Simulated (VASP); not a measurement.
Write the native input for VASP 6.6.1 that does the following.

* Task: relaxation of cell and atoms
* Functional: PBE
* Potentials or basis: VASP PAW PBE potentials, release 64 (Ti_sv, Si, Te)
* Cutoff: 520 eV
* k mesh: 10 × 10 × 4
* Occupations: gaussian, width 0.1 eV
* Spin: no spin polarisation
* Further INCAR settings: ALGO = Normal; EDIFF = 1e-06; IBRION = 2; EDIFFG = -0.01; NSW = 90; ISIF = 3

The structure of Ti2SiTe2 lies in POSCAR:

```
Ti2SiTe2
1.0
    3.6318249500      0.0000000000      0.0000000000
   -1.8159124800      3.1452526700      0.0000000000
    0.0000000000      0.0000000000     10.0060000000
Ti Si Te
2 1 2
Direct
    0.3333333300      0.6666666700      0.1440135900
    0.6666666700      0.3333333300      0.8559864100
    0.0000000000      0.0000000000      0.0000000000
    0.6666666700      0.3333333300      0.3281031400
    0.3333333300      0.6666666700      0.6718968600
```

The cell was built by a generator and needn't be a form met in nature.

One way to write it, as run:

INCAR

```
PREC = Accurate
ENCUT = 520
EDIFF = 1E-6
ISMEAR = 0
SIGMA = 0.1
LREAL = False
LASPH = True
NELM = 120
ALGO = Normal
ISIF = 3
LWAVE = False
LCHARG = False
GGA = PE
IBRION = 2
NSW = 90
EDIFFG = -0.01
KPAR = 4
```

KPOINTS

```
Automatic mesh
0
Gamma
  10 10 4
```

Potentials or basis: VASP PAW PBE potentials, release 64 (Ti_sv, Si, Te).

Command:

```bash
$ cat potpaw_PBE.64/Ti_sv/POTCAR potpaw_PBE.64/Si/POTCAR potpaw_PBE.64/Te/POTCAR > POTCAR
$ mpirun -np 4 vasp_std > vasp.out
```

Results of the run:

The relaxed volume is 23.60 Å³/atom. The relaxed cell is a = 3.659 Å, b = 3.659 Å, c = 10.176 Å, α = 90.00°, β = 90.00°, γ = 120.00°. The space group after relaxing (to 0.05 Å) is P-3m1 (No. 164), the energy gained by relaxing is 4.8 meV/atom and the ionic steps are 15. The pressure after relaxing is 0.0 GPa and the largest force after relaxing is 0.007 eV/Å. The band gap on the k mesh is none (metal or under the smearing width).

Caveat: this functional lacks dispersion, which binds the layers, so the pressure and a relaxed spacing across them are unreliable.

Wall time 5.4 min on 4 MPI ranks on Intel(R) Xeon(R) Platinum 8559C (Emerald Rapids) (shared host), peak memory 0.35 GiB a rank.
